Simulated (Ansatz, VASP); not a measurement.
# SrBe in two plane-wave programs, part 2 of 2

One calculation is typed for both programs; each brings its own data sets. How far apart do they land? The cell is generated by rule, not measured, and may not be a known phase. Of the first pair: The cell is taken from a series of runs on this material, whose earlier steps may have relaxed, scaled, displaced or heated it; both programs get it as it stands.

VASP 6.6.1 and Ansatz 0.2.0.

So far: The starting structure; Ansatz: relaxation of cell and atoms, PBEsol; VASP: relaxation of cell and atoms, PBEsol.

### 3. VASP: relaxation of cell and atoms, PBEsol (continued)

Level of this step: PBEsol; plane waves and PAW (Sr_sv, Be); invented cell (VASP).

Numbers of over 12 decimals in the logs are rounded to 6 here.

From OUTCAR (step 3):

```text
ion  position               nearest neighbor table
   1  0.500  0.500  0.500-   2 3.20   2 3.20   2 3.20   2 3.20   2 3.20   2 3.20   2 3.20   2 3.20

  LATTYP: Found a simple cubic cell.
 ALAT       =     3.7003700000

 Subroutine GETGRP returns: Found 48 space group operations
 (whereof 48 operations were pure point group operations)

The static configuration has the point symmetry O_h .

 Found     84 irreducible k-points:

   k-points           NKPTS =     84   k-points in BZ     NKDIM =     84   number of bands    NBANDS=     12

   dimension x,y,z NGX =    30 NGY =   30 NGZ =   30
   dimension x,y,z NGXF=    60 NGYF=   60 NGZF=   60

   ENCUT  =  600.0 eV  44.10 Ry    6.64 a.u.   7.39  7.39  7.39*2*pi/ulx,y,z

   NELECT =      12.0000    total number of electrons

 k-points in reciprocal lattice and weights: Automatic mesh
   0.00000000  0.00000000  0.00000000       0.001
   0.08333333  0.00000000  0.00000000       0.003
   0.16666667  0.00000000  0.00000000       0.003
   0.25000000  0.00000000  0.00000000       0.003
   0.33333333  0.00000000  0.00000000       0.003
   0.41666667  0.00000000  0.00000000       0.003
   0.50000000  0.00000000  0.00000000       0.002
   0.08333333  0.08333333  0.00000000       0.007
   0.16666667  0.08333333  0.00000000       0.014
[...]
0.50000000  0.50000000  0.41666667       0.003
   0.50000000  0.50000000  0.50000000       0.001

 average (electrostatic) potential at core
       1 -38.2871       2 -37.8078

 E-fermi :   2.4464

 k-point     1 :       0.0000    0.0000    0.0000
  band No.  band energies     occupation
      1     -32.6151      2.00000
      2     -14.5007      2.00000
      3     -14.5007      2.00000
      4     -14.5007      2.00000
      5      -2.7803      2.00000
      6       3.7390     -0.00000
      7       3.7390     -0.00000
      8       5.9972     -0.00000
      9       5.9972     -0.00000
     10       5.9972     -0.00000
    ...

 k-point     2 :       0.0833    0.0000    0.0000
  band No.  band energies     occupation
      1     -32.6129      2.00000
      2     -14.5340      2.00000
      3     -14.4977      2.00000
      4     -14.4977      2.00000
      5      -2.6866      2.00000
      6       3.6059     -0.00000
      7       3.7883     -0.00000
      8       5.8700     -0.00000
      9       5.8700     -0.00000
     10       6.0471     -0.00000
    ...

 k-point     3 :       0.1667    0.0000    0.0000
  band No.  band energies     occupation
      1     -32.6070      2.00000
      2     -14.6235      2.00000
      3     -14.4892      2.00000
      4     -14.4892      2.00000
      5      -2.4147      2.00000
      6       3.1643     -0.00000
      7       3.9304     -0.00000
      8       5.5636     -0.00000
      9       5.5636     -0.00000
     10       6.3421     -0.00000
    ...

  Total        0.0034860      0.0034860      0.0034860      0.0000000      0.0000000     -0.0000000
  in kB        0.1101296      0.1101296      0.1101296      0.0000000      0.0000000     -0.0000000
  external PRESSURE =       0.1101296 kB  Pullay stress =       0.0000000 kB

  energy-cutoff  :      600.00
  volume of cell :       50.71
      direct lattice vectors                 reciprocal lattice vectors
     3.701495262 -0.000000000  0.000000000     0.270161091  0.000000000  0.000000000
     0.000000000  3.701495262  0.000000000     0.000000000  0.270161091  0.000000000
    -0.000000000  0.000000000  3.701495262    -0.000000000  0.000000000  0.270161091

 POSITION                                       TOTAL-FORCE (eV/Angst)
 -----------------------------------------------------------------------------------
      1.85075      1.85075      1.85075        -0.000000      0.000000      0.000000
      0.00000      0.00000      0.00000         0.000000      0.000000      0.000000
 -----------------------------------------------------------------------------------
    total drift:                                0.000000      0.000000      0.000000

  FREE ENERGIE OF THE ION-ELECTRON SYSTEM (eV)
  ---------------------------------------------------
  free  energy   TOTEN  =        -4.7567418114 eV

  energy  without entropy=       -4.7610247022  energy(sigma->0) =       -4.75816944

 reached required accuracy - stopping structural energy minimisation

 total charge
# of ion       s       p       d       tot
------------------------------------------
    1        2.045   5.720   0.250   8.015
    2        0.464   0.340   0.000   0.804
--------------------------------------------------
tot          2.509   6.060   0.250   8.819

[... 3 further parts left out ...]
```

CONTCAR:

```
SrBe
   1.00000000000000
     3.7014952621791668   -0.0000000000000000    0.0000000000000000
     0.0000000000000000    3.7014952621791668    0.0000000000000000
    -0.0000000000000000    0.0000000000000000    3.7014952621791668
  Sr              Be
     1     1
Direct
     0.5000000000000000    0.5000000000000000    0.5000000000000000
     0.0000000000000000    0.0000000000000000    0.0000000000000000
```

### 4. Comparison

Known differences besides the potentials themselves: the cutoff is 420 eV in Ansatz and 600 eV in VASP; Ansatz makes its cores anew for this functional, VASP keeps those of its PBE data sets; Ansatz adds a Pulay correction to the stress that steers its cell, VASP none. Total energies have different zeros and are not compared.

Both answers:

| quantity | Ansatz | VASP | difference |
| --- | --- | --- | --- |
| volume (Å³) | 50.56 | 50.71 | -0.31 % |
| edge a after relaxation, in the typed setting (Å) | 3.698 | 3.701 | -0.10 % |

### 5. Ansatz: relaxation, PBEsol

This run makes the geometry at which the two programs are then compared.

The structure compared here is the end of the Ansatz relaxation.

The input, input.yaml:

```yaml
crystal:
  lattice:
    - [3.697712777, 0.0, 0.0]
    - [0.0, 3.697712777, 0.0]
    - [0.0, 0.0, 3.697712777]
  atoms:
    - { symbol: Sr, position: [0.5, 0.5, 0.5] }
    - { symbol: Be, position: [0.0, 0.0, 0.0] }
kpoints:
  mp_grid: { grid: [12, 12, 12] }
hamiltonian:
  xc: pbesol
scf:
  occupations: { method: methfessel_paxton, width: 0.2 }
output:
  forces: true
  stress: true
  eigenvalues: true
relax:
  adjacent_minimum: "off"
  f_tol: 0.001
  max_steps: 60
  cell: { stress_tol: 0.05, p_target: 10.0 }
```

Launch:

```
> ansatz run input.yaml --threads 4 --pin off --max-ram 8192MiB --backend cpu --events-out ev --progress --plain --runs-dir out
```

The log of the run:

```text
[...]
Crystal: 2 atoms, lattice volume = 50.559 Å³
Basis set: ecut = 420 eV, 1021 PW (Γ), exchange–correlation on 50×50×50 points (8 copies of the dense FFT grid, shifted against one another)
Bands: 10, of which v1, the nominal top of the filled ones, is band 6 counted from 1 (5 counted from 0)
Symmetry: 48 space group operations
[...]
k-points: 84 of 1728
[...]
0.000000       0.000000       9.991452
  P = ⅓ Tr σ = 9.9915 GPa (99.915 kbar)
--- Band table (eV; the first three rows and the last of 84) ---
[...]
--- Relaxed structure (5 steps of the walk, 5 accepted, 1 SCFs on fresh bases) ---
[...]
cell:  # Å, volume = 40.6297 Å³
    - [3.437804, 0, 0.0]
    - [0, 3.437804, 0]
    - [0.0, 0, 3.437804]
  atoms:
    - { symbol: Sr, position: [0.500000, 0.500000, 0.500000] }
    - { symbol: Be, position: [0, 0, 0] }
[key lines of the parts left out:]
SCF converged after 5 iterations
Free energy (F): -3581.220608 eV
Fermi energy:    8.435787 eV
```

### 6. VASP: single point, PBEsol

The same cell, functional, mesh and smearing now go to VASP, with its own data sets.

The input, INCAR:

```
SYSTEM = SrBe
PREC = Accurate
ENCUT = 600
EDIFF = 1E-06
NELM = 120
ISMEAR = 1
SIGMA = 0.2
LREAL = .FALSE.
ALGO = Normal
GGA = PS
NBANDS = 12
LORBIT = 11
LWAVE = .FALSE.
LCHARG = .FALSE.
ISIF = 2
LASPH = .TRUE.
GGA_COMPAT = .FALSE.
```

The input, POSCAR:

```
SrBe
1.0
    3.4378035623      0.0000000000      0.0000000000
    0.0000000000      3.4378035623      0.0000000000
    0.0000000000      0.0000000000      3.4378035623
Sr Be
1 1
Direct
    0.5000000000      0.5000000000      0.5000000000
    0.0000000000      0.0000000000      0.0000000000
```

The input, KPOINTS:

```
Automatic mesh
0
Gamma
12 12 12
0 0 0
```

PAW data sets: Sr_sv and Be (PBE family, release 64).

Launch:

```
> mpirun -np 1 vasp_std
```

The log of the run:

```text
[banner, memory and clock lines left out]
running    1 mpi-ranks, on    1 nodes
[...]
[... a notice as in an earlier step ...]

 LDA part: xc-table for (Slater+PW92), standard interpolation
 POSCAR, INCAR and KPOINTS ok, starting setup
[...]
entering main loop
       N       E                     dE             d eps       ncg     rms          rms(c)
DAV:   1     0.486821182154E+02    0.48682E+02   -0.66423E+03  2016   0.101E+03
DAV:   2    -0.154173114299E+01   -0.50224E+02   -0.48669E+02  2428   0.194E+02
DAV:   3    -0.439211031948E+01   -0.28504E+01   -0.28298E+01  3144   0.404E+01
DAV:   4    -0.454511827382E+01   -0.15301E+00   -0.15281E+00  2796   0.578E+00
[...]
DAV:  10    -0.448338872858E+01    0.28886E-05   -0.13994E-05  2688   0.265E-02    0.217E-02
DAV:  11    -0.448339109217E+01   -0.23636E-05   -0.32190E-06  2600   0.164E-02    0.331E-03
DAV:  12    -0.448339131456E+01   -0.22239E-06   -0.36359E-07  1424   0.447E-03
   1 F= -.44833913E+01 E0= -.44839257E+01  d E =0.160310E-02
```

From OUTCAR (step 6):

```text
  Total        2.5898866      2.5898866      2.5898866      0.0000000      0.0000000     -0.0000000
  in kB      102.1287849    102.1287849    102.1287849      0.0000000      0.0000000     -0.0000000
  external PRESSURE =     102.1287849 kB  Pullay stress =       0.0000000 kB

 POSITION                                       TOTAL-FORCE (eV/Angst)
 -----------------------------------------------------------------------------------
      1.71890      1.71890      1.71890         0.000000      0.000000      0.000000
      0.00000      0.00000      0.00000         0.000000      0.000000      0.000000
 -----------------------------------------------------------------------------------
    total drift:                                0.000000      0.000000      0.000000

  FREE ENERGIE OF THE ION-ELECTRON SYSTEM (eV)
  ---------------------------------------------------
  free  energy   TOTEN  =        -4.4833913146 eV

  energy  without entropy=       -4.4849944184  energy(sigma->0) =       -4.48392568

[... 1 part as in an earlier step ...]

[... 2 further parts left out ...]
[key lines of the parts left out:]
E-fermi :   3.5105
```

The run ends at a pressure of 10.21 GPa.

### 7. Differences

What differs besides the data sets and the points named for the pairs above, as far as they apply: Ansatz's pressure holds a Pulay correction, VASP's none. Total energies have different zeros and are not compared.

The two programs side by side:

| quantity | Ansatz | VASP | difference |
| --- | --- | --- | --- |
| pressure (GPa) | 9.99 | 10.21 | -0.22 |

### 8. Results

| Property | Result |
| --- | --- |
| difference in volume (relaxation of cell and atoms, PBEsol) | -0.31 % |
| difference in pressure (single point, PBEsol) | -0.22 GPa |

What this shows: The difference in volume is -0.31 % (relaxation of cell and atoms, PBEsol), within the 1.2 % picked in this series as the mark of a large difference, as far as the stopping tolerances let one tell. Such differences can come from data sets, numerical settings and the points named under the comparisons, not from the functional's error against experiment.

[Lines on the potential files, build, host, timing and source positions are cut from VASP's logs without a mark.]

[Logs are printed without paths, hosts, clocks, repeated set-up lines and the standing remarks that a program may print on its own settings, such as how far it seeks lower states.]

[Hosts, paths, dates, database ids (printed as entryN), source tags and the programs' standing remarks are cut or masked in the printed files.]
